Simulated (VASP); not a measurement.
Calculation: TPSS meta-GGA, VASP's PBE PAW potentials (set 64) (plane waves; VASP).

VASP input:

INCAR:
```
SYSTEM = C
PREC = Accurate; ENCUT = 520; LREAL = .False.
LASPH = .True.
EDIFF = 1E-7; NELM = 100; ALGO = Normal
LMIXTAU = .True.
ISMEAR = -5
METAGGA = TPSS
ISIF = 2
LWAVE = .False.; LCHARG = .False.; LORBIT = 11
NEDOS = 601
LEFG = .True.
```

File POSCAR:
```
C
1
    1.2330405303    -2.1356883497     0.0000000000
    1.2330405303     2.1356883497     0.0000000000
    0.0000000000     0.0000000000     8.7683240391
C
4
Direct
  0.0000000000   0.0000000000   0.2500000000
  0.0000000000   0.0000000000   0.7500000000
  0.3333330000   0.6666670000   0.2500000000
  0.6666670000   0.3333330000   0.7500000000
```

File KPOINTS_OPT:
```
k-points along high-symmetry lines
6
Line-mode
Reciprocal
  0.000000   0.000000   0.000000 ! GAMMA
  0.000000   0.500000   0.000000 ! M

  0.000000   0.500000   0.000000 ! M
 -0.333333   0.666667   0.000000 ! K

 -0.333333   0.666667   0.000000 ! K
  0.000000   0.000000   0.000000 ! GAMMA

  0.000000   0.000000   0.000000 ! GAMMA
  0.000000   0.000000   0.500000 ! A

  0.000000   0.000000   0.500000 ! A
  0.000000   0.500000   0.500000 ! L

  0.000000   0.500000   0.500000 ! L
 -0.333333   0.666667   0.500000 ! H

 -0.333333   0.666667   0.500000 ! H
  0.000000   0.000000   0.500000 ! A

  0.000000   0.500000   0.500000 ! L
  0.000000   0.500000   0.000000 ! M

 -0.333333   0.666667   0.500000 ! H
 -0.333333   0.666667   0.000000 ! K
```

**KPOINTS**
```
Automatic mesh
0
Gamma
11 11 3
0 0 0
```

POTCAR, in this order: C (PBE.64 set). Program: vasp_std.

What VASP printed:

File OSZICAR:
```
       N       E                     dE             d eps       ncg     rms          rms(c)
DAV:   1     0.718503249516E+02    0.71850E+02   -0.80689E+03   768   0.122E+03
DAV:   2    -0.306489014229E+02   -0.10250E+03   -0.93048E+02  1084   0.266E+02
DAV:   3    -0.356452860336E+02   -0.49964E+01   -0.49566E+01   980   0.603E+01
DAV:   4    -0.357056033748E+02   -0.60317E-01   -0.60261E-01   956   0.754E+00
DAV:   5    -0.357067911730E+02   -0.11878E-02   -0.11874E-02   952   0.101E+00    0.755E+00
DAV:   6    -0.419492999164E+02   -0.62425E+01   -0.19019E+01   772   0.639E+01    0.575E+00
DAV:   7    -0.420558881439E+02   -0.10659E+00   -0.27605E+00   832   0.229E+01    0.221E+00
DAV:   8    -0.423500064144E+02   -0.29412E+00   -0.10156E+00   860   0.904E+00    0.148E+00
DAV:   9    -0.422345989896E+02    0.11541E+00   -0.16644E-01   884   0.503E+00    0.107E+00
DAV:  10    -0.424419424555E+02   -0.20734E+00   -0.15540E-01   832   0.423E+00    0.211E-01
DAV:  11    -0.424486469930E+02   -0.67045E-02   -0.21466E-02   860   0.181E+00    0.943E-02
DAV:  12    -0.424682061164E+02   -0.19559E-01   -0.17882E-03   876   0.438E-01    0.665E-02
DAV:  13    -0.424673645816E+02    0.84153E-03   -0.19720E-03   808   0.359E-01    0.175E-02
DAV:  14    -0.424674937850E+02   -0.12920E-03   -0.15647E-04   948   0.135E-01    0.657E-03
DAV:  15    -0.424674738844E+02    0.19901E-04   -0.56972E-05   880   0.106E-01    0.965E-03
DAV:  16    -0.424675909333E+02   -0.11705E-03   -0.49774E-05   864   0.801E-02    0.213E-03
DAV:  17    -0.424675911252E+02   -0.19193E-06   -0.15980E-06   940   0.133E-02    0.243E-03
DAV:  18    -0.424675945477E+02   -0.34224E-05   -0.48108E-07   948   0.618E-03    0.141E-03
DAV:  19    -0.424675947140E+02   -0.16628E-06   -0.59806E-07   904   0.794E-03    0.180E-04
DAV:  20    -0.424675950112E+02   -0.29727E-06   -0.41658E-08   628   0.243E-03    0.163E-04
DAV:  21    -0.424675949201E+02    0.91111E-07   -0.71708E-09   560   0.102E-03
   1 F= -.42467595E+02 E0= -.42467595E+02  d E =0.000000E+00
       N       E                     dE             ncg
       N       E                     dE             ncg
```

### OUTCAR
```
------------------------ aborting loop because EDIFF is reached ----------------------------------------
  FORCE on cell =-STRESS in cart. coord.  units (eV):
  Direction    XX          YY          ZZ          XY          YZ          ZX
  --------------------------------------------------------------------------------------
  Total       -0.0514039     -0.0514039      0.0420491     -0.0000000      0.0000000      0.0000000
  in kB       -1.7833840     -1.7833832      1.4588339     -0.0000000      0.0000000      0.0000000
  external PRESSURE =      -0.7026444 kB  Pullay stress =       0.0000000 kB
  volume of cell :       46.18
      direct lattice vectors                 reciprocal lattice vectors
     1.233040530 -2.135688350  0.000000000     0.405501675 -0.234116555  0.000000000
     1.233040530  2.135688350  0.000000000     0.405501675  0.234116555  0.000000000
     0.000000000  0.000000000  8.768324039     0.000000000  0.000000000  0.114046880
 POSITION                                       TOTAL-FORCE (eV/Angst)
 -----------------------------------------------------------------------------------
      0.00000      0.00000      2.19208        -0.000000     -0.000000     -0.000000
      0.00000      0.00000      6.57624        -0.000000      0.000000     -0.000000
      1.23304      0.71190      2.19208         0.000000      0.000000     -0.000000
      1.23304     -0.71190      6.57624        -0.000000      0.000000      0.000000
 -----------------------------------------------------------------------------------
    total drift:                                0.000000     -0.000000      0.000000
  FREE ENERGIE OF THE ION-ELECTRON SYSTEM (eV)
  ---------------------------------------------------
  free  energy   TOTEN  =       -42.4675949201 eV

  energy  without entropy=      -42.4675949201  energy(sigma->0) =      -42.46759492

 total charge

# of ion       s       p       d       tot
------------------------------------------
    1        0.876   1.786   0.000   2.662
    2        0.876   1.786   0.000   2.662
    3        0.876   1.786   0.000   2.662
    4        0.876   1.786   0.000   2.662
--------------------------------------------------
tot          3.506   7.143   0.000  10.648

 Electric field gradients after diagonalization (V/A^2)
 (convention: |V_zz| > |V_xx| > |V_yy|)
----------------------------------------------------------------------
 ion       V_xx      V_yy      V_zz     asymmetry (V_yy - V_xx)/ V_zz
----------------------------------------------------------------------
   1     -14.866   -14.864    29.730       0.000
   2     -14.866   -14.864    29.730       0.000
   3     -14.832   -14.830    29.662       0.000
   4     -14.832   -14.830    29.662       0.000
```
(Selected blocks of OUTCAR.)

Without a dispersion term in the relaxation, distances and binding between the weakly bound layers, chains or molecules are unreliable, and so is what depends on them. For a metal the tetrahedron method with Blöchl corrections gives inexact stress and forces.

The compound is C in the graphite structure. It was relaxed first, which changed the volume by +31 %.
